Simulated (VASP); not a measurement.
Calculation: PBE GGA, VASP's PBE PAW potentials (set 64) (plane waves; VASP).

Input for VASP

**KPOINTS**
```
Automatic mesh
0
Gamma
6 6 6
0 0 0
```

POSCAR:
```
KI
1
   -0.0000000000     3.5930911977     3.5930911977
    3.5930911977     0.0000000000     3.5930911977
    3.5930911977     3.5930911977     0.0000000000
K I
1 1
Direct
  0.0000000000   0.0000000000   0.0000000000
  0.5000000000   0.5000000000   0.5000000000
```

INCAR:
```
# general
SYSTEM   =  KI
PREC     =  Accurate
ENCUT    =  400
LREAL    =  .FALSE.
LASPH    =  .TRUE.

# electronic loop
EDIFF    =  1E-6
NELM     =  100
ALGO     =  Normal
LMAXMIX  =  4

# smearing
ISMEAR   =  0
SIGMA    =  0.05

# functional
GGA      =  PE

# ions
IBRION   =  2
NSW      =  60
ISIF     =  3
EDIFFG   =  -0.01

# output
LWAVE    =  .FALSE.
LCHARG   =  .FALSE.
```

POTCAR, in this order: K_sv I (PBE.64 set). Program: vasp_std.

Unless said otherwise, spin-orbit coupling is left out, though it shifts the bands of the heavy elements here.

Question: Predict the energy per atom (σ→0), band gap (on the k-mesh).

Answer: 
```yaml
energy per atom (σ→0): -2.783 eV/atom
band gap (on the k-mesh): 3.85 eV
```

File OSZICAR:
```
...
DAV:   7    -0.555810604176E+01    0.60907E-02   -0.13674E-01   476   0.202E+00    0.802E-01
DAV:   8    -0.556424033573E+01   -0.61343E-02   -0.14490E-02   492   0.852E-01    0.104E-01
DAV:   9    -0.556481461787E+01   -0.57428E-03   -0.11143E-03   504   0.211E-01    0.709E-02
DAV:  10    -0.556500622455E+01   -0.19161E-03   -0.18894E-04   460   0.942E-02    0.170E-02
DAV:  11    -0.556502408170E+01   -0.17857E-04   -0.34281E-05   476   0.360E-02    0.121E-02
DAV:  12    -0.556502547659E+01   -0.13949E-05   -0.44540E-06   464   0.164E-02    0.991E-03
DAV:  13    -0.556502588362E+01   -0.40703E-06   -0.11843E-06   348   0.677E-03
   1 F= -.55650259E+01 E0= -.55650259E+01  d E =-.556503E+01
```

The compound is KI in the rock salt structure. It was relaxed first, which changed the volume by +5 %. The start is the result of an earlier pass.
